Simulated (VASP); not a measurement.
Write the native input for VASP 6.6.1 that does the following.

```
Task                   : single point
Functional             : LDA
Potentials or basis    : VASP PAW LDA potentials, release 64 (Ca_sv)
Cutoff                 : 520 eV
k mesh                 : 7 × 7 × 1
Occupations            : gaussian, width 0.1 eV
Spin                   : no spin polarisation
Dipole correction      : yes
Further INCAR settings : ALGO = Normal; EDIFF = 1e-07; NBANDS = 17
```

The structure of Ca lies in POSCAR:

```
Ca
1.0
    2.6150000000      0.0000000000      0.0000000000
    0.0000000000      2.6150000000      0.0000000000
    0.0000000000      0.0000000000     14.6150000000
Ca
2
Direct
    0.0000000000      0.0000000000      0.4105371194
    0.0000000000      0.0000000000      0.5894628806
```

These files were run (other wordings do the same):

INCAR

```
SYSTEM = Ca
  PREC = Accurate
  ENCUT = 520
  EDIFF = 1E-7
  ISMEAR = 0
  SIGMA = 0.1
  LREAL = .False.
  LASPH = .True.
  NELM = 100
  ALGO = Normal
  ISIF = 2
  LWAVE = .False.
  LCHARG = .False.
  LDIPOL = .True.
  IDIPOL = 3
  DIPOL = 0.5 0.5 0.500
  GGA = CA
  NBANDS = 17
```

KPOINTS

```
Automatic mesh
0
Gamma
  7 7 1
  0 0 0
```

Potentials or basis: VASP PAW LDA potentials, release 64 (Ca_sv).

The run is started by

```bash
$ cat potpaw_LDA.64/Ca_sv/POTCAR > POTCAR
$ mpirun -np 1 vasp_std > vasp.out
```

It gave:

The largest force is 1.289 eV/Å. The band gap on the k mesh is none (metal or under the smearing width).

Run time: 36 s on 1 thread of AMD EPYC 7571, with other jobs on the host, peak memory 0.13 GiB.
